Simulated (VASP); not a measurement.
All values below come from PBE GGA, VASP's PBE PAW potentials (set 64) (plane waves; VASP 6.6.1).

A VASP calculation is set up with these files.

File KPOINTS:
```
Automatic mesh
0
Gamma
8 8 8
0 0 0
```

INCAR:
```
SYSTEM = LiCl
PREC = Accurate
ENCUT = 400
EDIFF = 1E-6
NELM = 100
ALGO = Normal
LREAL = .FALSE.
LASPH = .TRUE.
ISMEAR = -1
SIGMA = 0.01
GGA = PE
LWAVE = .FALSE.
LCHARG = .FALSE.
ISIF = 2
```

### POSCAR
```
LiCl
1
    0.0000000000     2.5186000000     2.5186000000
    2.5186000000     0.0000000000     2.5186000000
    2.5186000000     2.5186000000     0.0000000000
Li Cl
1 1
Direct
  0.0000000000   0.0000000000   0.0000000000
  0.5000000000   0.5000000000   0.5000000000
```

POTCAR, in this order: Li_sv Cl (PBE.64 set). Program: vasp_std.

At this cut-off the stress carries a Pulay error, which pulls relaxed volumes low.

What does the run give for the energy per atom (σ→0), pressure?

| Quantity | Value |
|---|---|
| energy per atom (σ→0) | -3.706 eV/atom |
| pressure | 1.23 GPa |

OSZICAR:
```
...
DAV:   6    -0.740405528400E+01    0.73297E-01   -0.16493E-01   582   0.239E+00    0.177E+00
DAV:   7    -0.740851981854E+01   -0.44645E-02   -0.56548E-02   710   0.156E+00    0.943E-01
DAV:   8    -0.741293636208E+01   -0.44165E-02   -0.92973E-03   585   0.782E-01    0.143E-01
DAV:   9    -0.741292267284E+01    0.13689E-04   -0.32125E-04   662   0.159E-01    0.376E-02
DAV:  10    -0.741298713781E+01   -0.64465E-04   -0.85949E-05   584   0.848E-02    0.862E-03
DAV:  11    -0.741298925793E+01   -0.21201E-05   -0.41448E-06   778   0.206E-02    0.656E-03
DAV:  12    -0.741298931726E+01   -0.59337E-07   -0.56735E-07   548   0.679E-03
   1 F= -.74129893E+01 E0= -.74129893E+01  d E =-.113987E-12
```

The structure is a typed LiCl crystal (Fm-3m). The cell was not relaxed at this level, and its volume differs by -5.9 % from the start's.
